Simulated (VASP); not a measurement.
Input:

```
CELL_PARAMETERS angstrom
      0.00000     3.06067     3.06067
      3.06067     0.00000     3.06067
      3.06067     3.06067     0.00000
ATOMIC_POSITIONS crystal
  Hg 0.00000 0.00000 0.00000
  S  0.25000 0.25000 0.25000
```

Calculation: revPBE GGA, VASP's PBE PAW potentials (set 64) (plane waves; VASP 6.6.1). Run with 520 eV cut-off, 10×10×10 Γ-centred mesh, first-order Methfessel-Paxton smearing of 0.10 eV, potentials Hg S.

Unless said otherwise, spin-orbit coupling is left out, though it shifts the bands of the heavy elements here.

Task: What does the run give for the energy per atom (σ→0), pressure, band gap (on the k-mesh) with the smallest direct gap where there is one?

Result: 
```
Property                                                     Value
------------------------  ----------------------------------------
band gap (on the k-mesh)  none (metal, semimetal or under 0.01 eV)
energy per atom (σ→0)                               -1964 meV/atom
pressure                                                 -1.23 GPa
```

The compound is HgS in the zinc blende structure, metacinnabar; cinnabar is the stable form. This cell is one point of a volume scan, at 1.03 of the reference volume.
